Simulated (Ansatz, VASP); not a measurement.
# Pt (zigzag Pt chain) in two plane-wave programs

One calculation is typed for both programs; each brings its own data sets. How far apart do they land? The cell is taken from a series of runs on this material, whose earlier steps may have relaxed, scaled, displaced or heated it; both programs get it as it stands. Other levels of theory on this material are compared in a session of their own.

Calculated with Ansatz 0.2.0; plane waves, with VASP 6.6.1 beside it; PBE.

## Step 1: The structure

The cell holds 2 atoms: 2 Pt. Its edges and angles: a = 9.000 Å, b = 7.500 Å, c = 4.600 Å, α = 90.0°, β = 90.0°, γ = 90.0°. Vacuum lies along a and b. The structure's axis is c.

Coordinates:

```cif
data_structure
_symmetry_space_group_name_H-M 'P 1'
_symmetry_Int_Tables_number 1
_cell_length_a 9.0000
_cell_length_b 7.5000
_cell_length_c 4.5996
_cell_angle_alpha 90.000
_cell_angle_beta 90.000
_cell_angle_gamma 90.000
_cell_volume 310.47
loop_
_atom_site_label
_atom_site_type_symbol
_atom_site_fract_x
_atom_site_fract_y
_atom_site_fract_z
_atom_site_occupancy
Pt1 Pt 0.45276 0.50000 0.00000 1
Pt2 Pt 0.54724 0.50000 0.50000 1
```

## Step 2: Ansatz: single point, PBE

Ansatz runs on its default PAW (the set named soft_2) files.

A single point takes one fixed geometry, so differences don't come from the geometry; what else differs is listed under the comparison.

Contents of input.yaml:

```yaml
crystal:
  lattice:
    - [9.0, 0.0, 0.0]
    - [0.0, 7.5, 0.0]
    - [0.0, 0.0, 4.5995678041]
  atoms:
    - { symbol: Pt, position: [0.4527587511, 0.5, 0.0], spin: 0.08 }
    - { symbol: Pt, position: [0.5472412489, 0.5, 0.5], spin: 0.08 }
magnetization:
  spin_polarized: true
kpoints:
  mp_grid: { grid: [1, 1, 18] }
scf:
  occupations: { method: fermi_dirac, width: 0.05 }
hamiltonian:
  xc: pbe
output:
  transmission:
    e_range: [-2, 2]
    de: 0.035
    kmesh: [1, 1]
    reduced_basis: true
    leads: [[0, 0]]
  stress: true
```

Command:

```console
$ ansatz run input.yaml --threads 4 --pin off --max-ram 8192MiB --backend cpu --events-out ev --progress --plain --runs-dir out
```

Numbers of over 12 decimals in the logs are rounded to 6 here.

Log:

```text
Engine: ansatz 0.2.0, x86_64-unknown-linux-gnu
Pseudopotentials: kind: paw
Pseudopotential: Pt, paw, valence charge 18, recommended cutoff 420 eV (normal), Pt.paw.azcp
Functional definition: PBE
  parameter kappa = 0.804
  parameter beta = 0.066725
  exchange = pbe_x(kappa = kappa, mu = beta*pi^2/3)
  correlation = pbe_c(beta = beta)
Crystal: 2 atoms, lattice volume = 310.471 Å³
Basis set: ecut = 420 eV, 6069 PW (Γ)
Bands: 23, of which v1, the nominal top of the filled ones, is band 18 counted from 1 (17 counted from 0)
Symmetry: 8 space group operations
Space group: Pmma (ITA 51), of the structure as read, at distance tolerance 6.8e-5 Å
Magnetic group: BNS 51.289 (UNI 387), of the structure as read, at distance tolerance 6.8e-5 Å
k-points: 10 of 18
Non-local potential: Pt, projectors of the file, l = 0: 3, l = 1: 2, l = 2: 2, l = 3: 1
PAW form: soft (Blöchl's): semilocal exchange-correlation on the pseudo side does not see the compensation charge
PAW one-centre angular grid: Pt, 590 points (default); XC on 64 Gauss nodes
Initial density: superposition of atomic densities (neutral atoms: chi_scale 0, normalization atom)
Starting moments: Σ|m| = 0.16 μB on 2 of 2 sites
Initial wavefunctions: pseudopotential atomic-orbital guess
Functional: x = pbe(κ = 0.804, μ = 0.219515), c = pbe(β = 0.066725)
SCF iter   1: F=—  HF=-25040.837601 eV  |F-HF|=—  |Δ(HF+E_count)|=         —  Δρ=1.37e-2 (↑1.37e-2 ↓1.30e-2)  dr2=1.73e0  dr2_m=1.21e-3  M=0.071 μB ∫|m|=0.073 μB  β_m=0.30  ethr=3.10e-3  ⟨swp⟩=6.0  Hψ=2115  notcnv=0
Mixer restart at iter 1: flushing history
preconditioner: auto → LDOS  [metal: Δε(μ)=0.072 eV  Ē_g=5.370 eV  σ=0.050 eV  W_gap=0.34  n_scr=38 (ndim 8)  ℏωp=9.4 eV  f_vac=0.731  D(μ)=5.11/eV (n_scr^D=26)]
spin=Collinear: LDOS preconditioning applied to the charge; magnetization (m = ρ↑ − ρ↓) channel mixes plain (no charge-response kernel on spin).
SCF iter   2: F=—  HF=-25040.861973 eV  |F-HF|=—  |Δ(HF+E_count)|=   2.44e-2  Δρ=7.98e-3 (↑7.98e-3 ↓7.84e-3)  dr2=4.96e-1  dr2_m=1.95e-4  M=0.103 μB ∫|m|=0.103 μB  β_m=0.47  ethr=3.10e-3  ⟨swp⟩=2.9  Hψ=914  notcnv=0
SCF iter   3: F=—  HF=-25041.102068 eV  |F-HF|=—  |Δ(HF+E_count)|=   2.40e-1  Δρ=1.92e-3 (↑1.92e-3 ↓1.89e-3)  dr2=1.70e-2  dr2_m=5.90e-5  M=0.127 μB ∫|m|=0.128 μB  β_m=0.67  ethr=1.38e-3  ⟨swp⟩=2.3  Hψ=757  notcnv=0
SCF iter   4: F=—  HF=-25041.135555 eV  |F-HF|=—  |Δ(HF+E_count)|=   3.35e-2  Δρ=2.62e-4 (↑2.62e-4 ↓2.17e-4)  dr2=1.06e-3  dr2_m=8.32e-6  M=0.128 μB ∫|m|=0.129 μB  β_m=0.84  ethr=4.72e-5  ⟨swp⟩=2.4  Hψ=944  notcnv=0
SCF iter   5: F=—  HF=-25041.136012 eV  |F-HF|=—  |Δ(HF+E_count)|=   4.56e-4  Δρ=1.26e-4 (↑1.26e-4 ↓9.96e-5)  dr2=1.73e-4  dr2_m=2.72e-6  M=0.131 μB ∫|m|=0.133 μB  β_m=0.82  ethr=2.94e-6  ⟨swp⟩=2.0  Hψ=725  notcnv=0
SCF iter   6: F=—  HF=-25041.136030 eV  |F-HF|=—  |Δ(HF+E_count)|=   1.83e-5  Δρ=5.22e-5 (↑5.22e-5 ↓4.86e-5)  dr2=1.38e-5  dr2_m=4.15e-6  M=0.135 μB ∫|m|=0.136 μB  β_m=0.80  ethr=4.81e-7  ⟨swp⟩=2.0  Hψ=726  notcnv=0
SCF iter   7: F=—  HF=-25041.136035 eV  |F-HF|=—  |Δ(HF+E_count)|=   5.44e-6  Δρ=4.41e-5 (↑3.72e-5 ↓4.41e-5)  dr2=6.95e-7  dr2_m=4.52e-6  M=0.139 μB ∫|m|=0.140 μB  β_m=0.90  ethr=3.83e-8  ⟨swp⟩=2.0  Hψ=680  notcnv=0
SCF iter   8: F=—  HF=-25041.136037 eV  |F-HF|=—  |Δ(HF+E_count)|=   2.14e-6  Δρ=4.06e-5 (↑4.04e-5 ↓4.06e-5)  dr2=2.78e-7  dr2_m=4.58e-6  M=0.144 μB ∫|m|=0.145 μB  β_m=0.95  ethr=1.93e-9  ⟨swp⟩=2.0  Hψ=757  notcnv=0
SCF iter   9: F=—  HF=-25041.136040 eV  |F-HF|=—  |Δ(HF+E_count)|=   2.53e-6  Δρ=3.98e-5 (↑3.98e-5 ↓3.89e-5)  dr2=2.62e-7  dr2_m=4.29e-6  M=0.151 μB ∫|m|=0.152 μB  β_m=0.27  ethr=7.72e-10  ⟨swp⟩=2.0  Hψ=825  notcnv=0
[...]
SCF iter  11: F=—  HF=-25041.136049 eV  |F-HF|=—  |Δ(HF+E_count)|=   1.13e-6  Δρ=3.22e-5 (↑3.22e-5 ↓2.43e-5)  dr2=5.34e-7  dr2_m=1.92e-6  M=0.227 μB ∫|m|=0.229 μB  β_m=0.86  ethr=4.20e-10  ⟨swp⟩=4.0  Hψ=1362  notcnv=0
SCF iter  12: F=—  HF=-25041.136051 eV  |F-HF|=—  |Δ(HF+E_count)|=   2.44e-6  Δρ=9.88e-6 (↑9.88e-6 ↓9.85e-6)  dr2=2.98e-8  dr2_m=2.63e-7  M=0.214 μB ∫|m|=0.216 μB  β_m=0.93  ethr=4.20e-10  ⟨swp⟩=3.0  Hψ=1039  notcnv=0
SCF iter  13: F=—  HF=-25041.136052 eV  |F-HF|=—  |Δ(HF+E_count)|=   4.10e-7  Δρ=8.58e-7 (↑4.23e-7 ↓8.58e-7)  dr2=1.02e-9  dr2_m=7.98e-10  M=0.206 μB ∫|m|=0.208 μB  β_m=0.95  ethr=8.27e-11  ⟨swp⟩=3.0  Hψ=1055  notcnv=0
SCF iter  14: F=—  HF=-25041.136052 eV  |F-HF|=—  |Δ(HF+E_count)|=  9.46e-11  Δρ=4.07e-7 (↑3.25e-7 ↓4.07e-7)  dr2=2.58e-10  dr2_m=3.12e-10  M=0.206 μB ∫|m|=0.208 μB  β_m=0.97  ethr=2.84e-12  ⟨swp⟩=2.2  Hψ=890  notcnv=0
SCF iter  15: F=—  HF=-25041.136052 eV  |F-HF|=—  |Δ(HF+E_count)|=  3.86e-10  Δρ=1.87e-7 (↑1.27e-7 ↓1.87e-7)  dr2=1.03e-10  dr2_m=3.81e-11  M=0.206 μB ∫|m|=0.208 μB  β_m=0.92  ethr=1.00e-12  ⟨swp⟩=1.0  Hψ=1377  notcnv=0
SCF iter  16: F=-25041.136052 eV  HF=-25041.136052 eV  |F-HF|=0.00e0  |Δ(HF+E_count)|=  9.46e-11  Δρ=6.24e-8 (↑6.24e-8 ↓6.00e-8)  dr2=1.39e-11  dr2_m=6.42e-12  M=0.206 μB ∫|m|=0.208 μB  ethr=1.00e-12  ⟨swp⟩=2.7  Hψ=1051  notcnv=0
SCF 1 converged in 16 iterations: F = -25041.136052 eV  dr2 = 1.39e-11
  greatest PAW one-centre occupation: 1.000 electrons in one spin orbital (limit 2), on the Pt atom at site 1 (counted from 0), in its partial waves of l = 0
transmission: 12 of 72 steps passed
transmission: 18 of 72 steps passed
[...]
transmission: 72 of 72 steps passed
Initial density: read from a saved state, or passed on in memory by an earlier SCF of this step, an earlier step, the calling program or the single point that the run made first
Starting moments: Σ|m| = 0.16 μB on 2 of 2 sites; this step starts from the density that it was given
iter 1 solved again at ethr=1.05e-10 eV; its pass at ethr=2.78e-6 eV (dr2=3.79e-8 eV) is discarded
SCF iter   1: F=—  HF=-25041.136052 eV  |F-HF|=—  |Δ(HF+E_count)|=         —  Δρ=6.46e-8 (↑6.46e-8 ↓5.81e-8)  dr2=1.11e-11  dr2_m=6.68e-12  M=0.206 μB ∫|m|=0.208 μB  ethr=1.05e-10  ⟨swp⟩=1.0  Hψ=4817  notcnv=0
eigensolver tolerance schedule: the retry pair's looser diagonalisation over-reported the residual by 3423.67 of it (diagonalisation noise at 0.15 of the residual, at the tolerance the schedule requests for it); recorded, not acted on — ethr = c·dr2/N_el stays at c = 1.0e-1
preconditioner: auto → LDOS  [metal: Δε(μ)=0.012 eV  Ē_g=5.426 eV  σ=0.050 eV  W_gap=0.06  n_scr=38 (ndim 8)  ℏωp=9.4 eV  f_vac=0.736  D(μ)=6.25/eV (n_scr^D=38)]
spin=Collinear: LDOS preconditioning applied to the charge; magnetization (m = ρ↑ − ρ↓) channel mixes plain (no charge-response kernel on spin).
SCF iter   2: F=—  HF=-25041.131759 eV  |F-HF|=—  |Δ(HF+E_count)|=   4.29e-3  Δρ=2.34e-3 (↑2.33e-3 ↓2.34e-3)  dr2=1.55e-2  dr2_m=9.37e-3  M=0.851 μB ∫|m|=0.869 μB  ethr=2.78e-6  ⟨swp⟩=1.0  Hψ=2353  notcnv=0
SCF iter   3: F=—  HF=-25041.136092 eV  |F-HF|=—  |Δ(HF+E_count)|=   4.33e-3  Δρ=1.83e-4 (↑1.80e-4 ↓1.83e-4)  dr2=3.63e-4  dr2_m=1.05e-5  M=-0.272 μB ∫|m|=0.273 μB  ethr=2.78e-6  ⟨swp⟩=1.0  Hψ=1448  notcnv=0
an SCF towards Hund's moment on open shells that bore less, with the run's symmetry operations kept, reached no lower state that the run goes on to. This is no proof of a minimum
SCF converged after 16 iterations
Magnetization: 0.2062 μB (18.1031 up, 17.8969 down)
Absolute magnetization: 0.2080 μB (∫|ρ↑−ρ↓|, with the PAW one-centre terms)
Spin contamination: 0.0001 ħ² per cell (⟨S²⟩ above its minimum at these occupations)
Per-site moments (μB) at R_I (Å): [(0.081513, 1.011432), (0.081513, 1.011432)]
Free energy (F): -25041.136052 eV
Harris-Foulkes:  -25041.136052 eV  (|F-HF|=0.00e0)
Internal energy: -25041.083558 eV  (E = F + TS)
E sigma→0 (E₀):  -25041.109805 eV
Entropy (-TS):   -0.052493 eV (-26.247 meV/atom)
Fermi energy:    -3.380633 eV
--- Per-component energies (eV) ---
  E_band       = -1161.733556
  E_kinetic    = 1268.476521
  E_local      = -11281.455598  (includes V_loc(G=0)·N_el)
  E_nonlocal   = 403.256071
  E_hartree    = 4813.198881
  E_xc         = -516.923373
  E_vxc        = -596.030003  (∫ρ·V_xc dr)
  E_paw        = -18910.203835  (= ΣΔE_a)
  E_vpaw       = -582.378360  (= ΣTr[D̂ρ^β])
  E_aug_tail   = 0.000390  (compensation charges beyond the density's cutoff)
  E_ewald      = -817.432616
  E_smearing   = -0.052493  (= −TS)
  E_closure    = -0.000000  (closes the sum)
  Σ components = -25041.136052   (vs F -25041.136052, Δ=0.00e0)
--- Stress (GPa, compression-positive) ---
       -0.017759       0.000000       0.000000
        0.000000      -0.093669       0.000000
        0.000000       0.000000      -3.630765
  P = ⅓ Tr σ = -1.2474 GPa (-12.474 kbar)
--- Band table (eV; the first three rows and the last of 20) ---
  k-point 0 ↑: bands = [... 14 lower, -4.5129, -4.3178, -4.2627, -3.5680, -3.0536, -0.4385, 0.5478, 2.1336, ... 1 higher]
  k-point 1 ↑: bands = [... 14 lower, -4.5024, -4.2873, -4.2839, -3.5687, -3.0713, -0.4113, 0.5933, 2.1533, ... 1 higher]
  k-point 2 ↑: bands = [... 14 lower, -4.4712, -4.3596, -4.1866, -3.5684, -3.1210, -0.3336, 0.7251, 1.8248, ... 1 higher]
  k-point 9 ↓: bands = [... 14 lower, -3.7651, -3.7651, -3.7512, -3.7512, -2.5509, -2.5509, 2.2574, 2.2574, ... 1 higher]
--- Transmission ---
  basis      : 595 plane waves across, 6 finite elements along
  points     : 1, standing for a mesh of 1 x 1
  filling    : by the input's occupations and mesh, since the crystals that have channels conduct as metals do. If one of these is a semiconductor, that mesh has misplaced its level
  energies   : 115 from -2.000000 to 1.990000 eV about the Fermi level, 0.035000 eV apart; the leads are filled to 0.000000 eV, and channels, transmission and decay are at -0.005000 eV
  crystal 0  : Pt2, at the sites [0, 0], period 4.5996 Å: whole cells are its period
    offset         : up to 0.0000 Å between an atom of the period and one for which it stands
    filled         : 23.5 meV over the level at which it is neutral
    channels       : 2.000000e0 up, 2.000000e0 down
    conductance    : 2.4489e14 S/m² at 300 K; may be off by some 0.0 % by where its bands' edges are placed, 6.7 % from the distance to neutral
```

## Step 3: VASP: single point, PBE

The same cell, functional, mesh and smearing now go to VASP, with its own data sets.

Lines of VASP's logs that name or quote its potential files are left out, and so is its time.

Contents of INCAR:

```
SYSTEM = Pt
PREC = Accurate
ENCUT = 500
EDIFF = 1E-06
NELM = 200
ISMEAR = -1
SIGMA = 0.05
LREAL = .FALSE.
ALGO = Normal
GGA = PE
NBANDS = 18
ISPIN = 2
MAGMOM = 0.08 0.08
LASPH = .TRUE.
LMAXMIX = 4
LORBIT = 11
LWAVE = .FALSE.
LCHARG = .FALSE.
ISIF = 2
GGA_COMPAT = .FALSE.
KPAR = 2
```

Contents of POSCAR:

```
Pt
1.0
    9.0000000000      0.0000000000      0.0000000000
    0.0000000000      7.5000000000      0.0000000000
    0.0000000000      0.0000000000      4.5995678041
Pt
2
Direct
    0.4527587511      0.5000000000      0.0000000000
    0.5472412489      0.5000000000      0.5000000000
```

Contents of KPOINTS:

```
Automatic mesh
0
Gamma
1 1 18
0 0 0
```

PAW data sets: Pt (PBE family, release 64).

Command:

```console
$ mpirun -np 2 vasp_std
```

Log:

```text
[banner, memory and clock lines left out]
running    2 mpi-ranks, on    1 nodes
 distrk:  each k-point on    1 cores,    2 groups
 distr:  one band on    1 cores,    1 groups

 POSCAR found type information on POSCAR Pt
 POSCAR found :  1 types and       2 ions
 LDA part: xc-table for (Slater+PW92), standard interpolation
 POSCAR, INCAR and KPOINTS ok, starting setup
 FFT: planning ... GRIDC
 FFT: planning ... GRID_SOFT
 FFT: planning ... GRID
 WAVECAR not read
 entering main loop
       N       E                     dE             d eps       ncg     rms          rms(c)
DAV:   1     0.120210025385E+03    0.12021E+03   -0.55561E+03   720   0.727E+02
DAV:   2     0.338711437532E+01   -0.11682E+03   -0.10302E+03  1226   0.121E+02
DAV:   3    -0.796333110186E+01   -0.11350E+02   -0.11035E+02   774   0.472E+01
DAV:   4    -0.809236423946E+01   -0.12903E+00   -0.12872E+00   794   0.560E+00
DAV:   5    -0.809488680207E+01   -0.25226E-02   -0.25225E-02   800   0.858E-01    0.797E+00
DAV:   6    -0.736407946617E+01    0.73081E+00   -0.22716E+00   738   0.873E+00    0.494E+00
DAV:   7    -0.730602238239E+01    0.58057E-01   -0.11271E-01   732   0.169E+00    0.269E+00
DAV:   8    -0.730202343320E+01    0.39989E-02   -0.18114E-02   726   0.832E-01    0.279E-01
DAV:   9    -0.730224569853E+01   -0.22227E-03   -0.15410E-03   736   0.266E-01    0.153E-01
DAV:  10    -0.730268574396E+01   -0.44005E-03   -0.22098E-04   732   0.826E-02    0.503E-02
DAV:  11    -0.730297872666E+01   -0.29298E-03   -0.63157E-05   744   0.430E-02    0.207E-02
DAV:  12    -0.730321569532E+01   -0.23697E-03   -0.22814E-05   726   0.220E-02    0.208E-02
DAV:  13    -0.730342300475E+01   -0.20731E-03   -0.44304E-05   726   0.312E-02    0.171E-02
DAV:  14    -0.730351324219E+01   -0.90237E-04   -0.16918E-05   730   0.228E-02    0.169E-02
DAV:  15    -0.730351934119E+01   -0.60990E-05   -0.59098E-06   738   0.113E-02    0.171E-02
DAV:  16    -0.730351620493E+01    0.31363E-05   -0.47761E-06   710   0.113E-02    0.181E-02
DAV:  17    -0.730351740077E+01   -0.11958E-05   -0.29252E-07   576   0.370E-03    0.181E-02
DAV:  18    -0.730351391318E+01    0.34876E-05   -0.23880E-05   728   0.259E-02    0.165E-02
DAV:  19    -0.730348465706E+01    0.29256E-04   -0.20254E-05   730   0.238E-02    0.140E-02
DAV:  20    -0.730348203979E+01    0.26173E-05   -0.45117E-06   722   0.140E-02    0.124E-02
DAV:  21    -0.730347260965E+01    0.94301E-05   -0.90625E-05   726   0.578E-02    0.980E-03
DAV:  22    -0.730347024233E+01    0.23673E-05   -0.94037E-06   722   0.227E-02    0.297E-03
DAV:  23    -0.730347146225E+01   -0.12199E-05   -0.11400E-06   710   0.748E-03    0.177E-03
DAV:  24    -0.730347232414E+01   -0.86188E-06   -0.18875E-07   566   0.312E-03
   1 F= -.73034723E+01 E0= -.72764216E+01  d E =-.541014E-01  mag=     0.0007
```

(Continued in part 2 of 2.)

[Lines on the potential files, build, host, timing and source positions are cut from VASP's logs without a mark.]

[Logs are printed without paths, hosts, clocks, repeated set-up lines and the standing remarks that a program may print on its own settings, such as how far it seeks lower states.]

[Hosts, paths, dates, database ids (printed as entryN), source tags and the programs' standing remarks are cut or masked in the printed files.]
